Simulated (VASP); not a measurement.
Output of a VASP run:

File OSZICAR:
```
       N       E                     dE             d eps       ncg     rms          rms(c)
DAV:   1    -0.555696687407E+03   -0.55570E+03   -0.46445E-04   816   0.421E-02    0.471E-02
RMM:   2    -0.555696627569E+03    0.59838E-04   -0.23547E-04   682   0.272E-02    0.187E-02
RMM:   3    -0.555696654420E+03   -0.26851E-04   -0.60670E-05   722   0.169E-02    0.258E-02
RMM:   4    -0.555696645654E+03    0.87663E-05   -0.12535E-05   672   0.726E-03    0.518E-03
RMM:   5    -0.555696645475E+03    0.17897E-06   -0.28458E-06   504   0.353E-03
   1 F= -.55569665E+03 E0= -.55569622E+03  d E =-.841712E-03  mag=     3.0000
```

OUTCAR:
```
------------------------ aborting loop because EDIFF is reached ----------------------------------------
  FORCE on cell =-STRESS in cart. coord.  units (eV):
  Direction    XX          YY          ZZ          XY          YZ          ZX
  --------------------------------------------------------------------------------------
  Total       13.7340687      9.8561918      1.7034642     10.2293635     -6.7915414      8.0213192
  in kB       60.2864273     43.2642800      7.4774469     44.9023369    -29.8118335     35.2100087
  external PRESSURE =      37.0093847 kB  Pullay stress =       0.0000000 kB
  volume of cell :      365.00
      direct lattice vectors                 reciprocal lattice vectors
     7.146555159  0.000000000  0.000000000     0.139927556  0.000000000  0.000000000
     0.000000000  7.146555159  0.000000000     0.000000000  0.139927556  0.000000000
     0.000000000  0.000000000  7.146555159     0.000000000  0.000000000  0.139927556
 POSITION                                       TOTAL-FORCE (eV/Angst)
 -----------------------------------------------------------------------------------
      3.56550      0.00022      0.00485         0.022393     -0.001124     -0.002358
      4.43739      0.91738      0.92624        -0.016115      0.007725     -0.006723
      5.33882      1.80404      0.02644         0.000565     -0.003545      0.009305
      6.23053      2.70335      0.92365        -0.002909      0.006794     -0.006769
      5.34149      0.01825      1.80540        -0.004723     -0.009803     -0.000776
      6.23604      0.90911      2.70237         0.009035      0.003257      0.013418
      7.13643      0.00680      0.01142         0.000341     -0.007482      0.003982
      0.87204      0.90044      0.90639         0.005135      0.004276     -0.006230
      1.76342      1.78278      7.14478        -0.000835     -0.003822      0.017326
      2.65163      2.67608      0.89124        -0.002438     -0.000910      0.005870
      3.56924      3.57279      0.00649         0.006773     -0.009761     -0.019281
      4.46557      4.48472      0.89493        -0.006566      0.011089      0.010005
      5.36147      5.37927      0.00048         0.006115     -0.006103      0.010320
      6.24208      6.27221      0.90770         0.002378      0.007931     -0.003260
      1.76106      7.13620      1.78938        -0.010018     -0.006064     -0.006227
      2.63996      0.87332      2.68086        -0.010141      0.009428      0.006817
      3.47016      1.73972      1.76487         0.024893     -0.015689     -0.005824
      5.41886      3.67261      1.76036        -0.009492     -0.017072      0.002674
      6.27400      4.50290      2.68300        -0.004047      0.007846      0.002461
      3.56576      7.14425      3.57819        -0.003318     -0.018867      0.007935
      4.46134      0.88316      4.48837         0.011535      0.004157      0.000029
      5.42975      1.72433      3.67834        -0.011064     -0.017224      0.002636
      6.26791      2.68217      4.49441        -0.007644      0.000023      0.009744
      5.36242      7.14138      5.38526         0.001488      0.000851     -0.002820
      6.23944      0.90416      6.27957         0.014056      0.003726     -0.001494
      7.14389      3.57807      0.00383        -0.002254      0.000911      0.008979
      0.87595      4.47889      0.88403        -0.000314     -0.011980      0.004509
      1.78733      5.35563      7.13739         0.002792      0.007443      0.002412
      2.66428      6.26520      0.88529        -0.005802      0.009685      0.008964
      7.12694      1.80034      1.80431         0.000744     -0.010640     -0.010427
      0.87745      2.68223      2.69037         0.011628     -0.001168      0.007661
      1.75852      3.57785      1.77589         0.007773      0.012331      0.006665
      2.59745      4.53636      2.59156        -0.018019      0.002591      0.013125
      3.56508      5.37772      1.78262         0.018764      0.004960     -0.011144
      4.46121      6.26424      2.69252        -0.000871     -0.009056     -0.004646
      0.00003      7.14354      3.58479        -0.012559     -0.001861     -0.025483
      0.87261      0.87702      4.48184         0.006639      0.012298      0.000536
      1.75222      1.75767      3.58787         0.011780     -0.010219     -0.009665
      2.60791      2.58801      4.51049        -0.003526      0.009182     -0.008318
      4.55634      4.52102      4.50552         0.008536      0.009425      0.002171
      5.38734      5.38787      3.58975        -0.006919     -0.013641     -0.007826
      6.26610      6.27050      4.48150        -0.002114      0.014693      0.008831
      1.78508      7.13438      5.36272        -0.003228     -0.010465      0.005682
      2.66484      0.88100      6.26976         0.005345      0.012499      0.004965
      3.56115      1.77600      5.37615         0.008121     -0.009490      0.000595
      4.45729      2.68789      6.26578         0.000152     -0.000965     -0.010474
      5.37509      3.58411      5.37982        -0.005778      0.000088     -0.014086
      6.26316      4.47756      6.27195         0.001179      0.004327     -0.001692
      0.00793      5.38339      1.78939        -0.010157     -0.005953     -0.008141
      0.88018      6.26359      2.68684         0.020380      0.006005      0.005465
      0.00177      3.57855      3.58065         0.008163     -0.000295     -0.013085
      0.89969      4.46007      4.46629         0.005791      0.008863      0.015619
      1.79101      5.35127      3.56778        -0.008554     -0.005825      0.003078
      2.68606      6.24216      4.46485        -0.008630      0.009708      0.007778
      0.00453      1.78198      5.38685        -0.010904     -0.011688     -0.003885
      0.88257      2.68276      6.26718         0.006076     -0.005096     -0.009844
...
```
(Selected blocks of OUTCAR.)

### POSCAR
```
AlC62
1
    7.1465551589     0.0000000000     0.0000000000
    0.0000000000     7.1465551589     0.0000000000
    0.0000000000     0.0000000000     7.1465551589
C Al
62 1
Direct
  0.4989114216   0.0000304168   0.0006784267
  0.6209127487   0.1283662944   0.1296066768
  0.7470485614   0.2524343765   0.0036990739
  0.8718223817   0.3782726721   0.1292445954
  0.7474210876   0.0025535084   0.2526251933
  0.8725938255   0.1272100272   0.3781355102
  0.9985830768   0.0009514435   0.0015977959
  0.1220217734   0.1259964581   0.1268288699
  0.2467508651   0.2494603721   0.9997520137
  0.3710366842   0.3744579201   0.1247097311
  0.4994343546   0.4999320268   0.0009075742
  0.6248561411   0.6275356760   0.1252252661
  0.7502176312   0.7527076338   0.0000668407
  0.8734390052   0.8776553540   0.1270126876
  0.2464207554   0.9985504772   0.2503840550
  0.3694026561   0.1222008419   0.3751261392
  0.4855714594   0.2434346803   0.2469543325
  0.7582483266   0.5138993605   0.2463229448
  0.8779059547   0.6300801827   0.3754249942
  0.4989482372   0.9996768919   0.5006866899
  0.6242638136   0.1235790503   0.6280462144
  0.7597722033   0.2412809020   0.5147012425
  0.8770534465   0.3753100052   0.6288914196
  0.7503507510   0.9992763231   0.7535465442
  0.8730700731   0.1265175117   0.8786851406
  0.9996270690   0.5006707874   0.0005364464
  0.1225691348   0.6267195598   0.1237008354
  0.2500964329   0.7494008601   0.9987179785
  0.3728059668   0.8766735257   0.1238769295
  0.9972546304   0.2519166522   0.2524729596
  0.1227792052   0.3753176264   0.3764562620
  0.2460651548   0.5006397920   0.2484954659
  0.3634545567   0.6347614278   0.3626304958
  0.4988523869   0.7524911542   0.2494374970
  0.6242467187   0.8765393346   0.3767573592
  0.0000047996   0.9995780486   0.5016114832
  0.1221024187   0.1227198083   0.6271323128
  0.2451832725   0.2459464557   0.5020423974
  0.3649189707   0.3621333499   0.6311424650
  0.6375580477   0.6326155764   0.6304465927
  0.7538367235   0.7539116505   0.5023054211
  0.8767995734   0.8774160501   0.6270849545
  0.2497819312   0.9982960147   0.7503919728
  0.3728851963   0.1232762643   0.8773121849
  0.4983027873   0.2485117838   0.7522714281
  0.6236977735   0.3761094885   0.8767551628
  0.7521230362   0.5015161995   0.7527847589
  0.8763882759   0.6265340665   0.8776183051
  0.0011100795   0.7532845597   0.2503853754
  0.1231618634   0.8764481709   0.3759629173
  0.0002478740   0.5007373806   0.5010315928
  0.1258913240   0.6240868166   0.6249567155
  0.2506119839   0.7487902797   0.4992307879
  0.3758543821   0.8734496044   0.6247554758
  0.0006337197   0.2493479887   0.7537684092
  0.1234960239   0.3753921323   0.8769510941
  0.2513636679   0.4976685442   0.7482179416
  0.3761922107   0.6234752751   0.8737575741
  0.5023884555   0.7475708101   0.7478073570
  0.6241774484   0.8759520400   0.8767589294
  0.0011998621   0.7499835543   0.7506245187
  0.1246791387   0.8749261054   0.8757813476
  0.5614526686   0.4381618546   0.4388273226
```

Question: Reconstruct the remaining input files.

Answer: One answer among several that fit: the input of the run itself, PBE GGA, plane waves, VASP's PBE PAW potentials (set 64).

### KPOINTS
```
Automatic mesh
0
Gamma
1 1 1
0 0 0
```

INCAR:
```
SYSTEM=AlC62
PREC=Normal; ENCUT=400; LREAL=Auto
LASPH=.TRUE.; ISYM=0
EDIFF=1E-6; NELM=100; NELMIN=4
ALGO=Fast
ISMEAR=0; SIGMA=0.05
GGA=PE
ISPIN=2; MAGMOM=63*0.0476; NUPDOWN=3
LWAVE=.TRUE.; LCHARG=.FALSE.; LORBIT=11
LHYPERFINE=.TRUE.
```

POTCAR, in this order: C Al (PBE.64 set). Program: vasp_gam. Read from the step before: WAVECAR.

At this cut-off the stress carries a Pulay error, which pulls relaxed volumes low.  The supercell is sampled at Γ alone, which is coarse: total energies, pressure and levels can be off, energies of defects by several tenths of an eV.

The cell is a supercell with a defect, built from C (diamond): Al_C-vac_C.
